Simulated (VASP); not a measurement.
Crystal: InAs.

```
In As
1.0
     0.00000    3.09316    3.09316
     3.09316    0.00000    3.09316
     3.09316    3.09316    0.00000
In As
1 1
Direct
  0.00000 0.00000 0.00000
  0.25000 0.25000 0.25000
```

```yaml
Program: VASP 6.6.1
Task: relaxation of cell and atoms
Functional: PBE
Dispersion: D3(BJ)
Potentials_or_basis: VASP PAW PBE potentials, release 64 (In_d, As)
Cutoff: 600 eV
k_mesh: 12 × 12 × 12
Occupations: gaussian, width 0.1 eV
Spin: no spin polarisation
```

At the start: pressure -1.8 GPa; volume 29.59 Å³/atom.

Q: Where does the relaxation end?

A: Over 3 steps the energy falls by 5.8 meV/atom and the volume is 28.57 Å³/atom (-3.5 %); space group F-43m (No. 216, to 0.05 Å).

The path:
```
step  energy change (eV)  largest force (eV/Å)  pressure (GPa)  volume (Å³)
   1              0.0000                0.0000           -1.75        59.19
   2             -0.0103                0.0000            0.68        56.46
   3             -0.0116                0.0000            0.00        57.13
```

Final structure:
```xyz
2
Lattice="0.0000 3.0569 3.0569 3.0569 0.0000 3.0569 3.0569 3.0569 0.0000" Properties=species:S:1:pos:R:3 pbc="T T T"
In    0.0000    0.0000    0.0000
As    1.5285    1.5285    1.5285
```

Caveat: pairwise dispersion overbinds metals, which lowers pressure and volume.
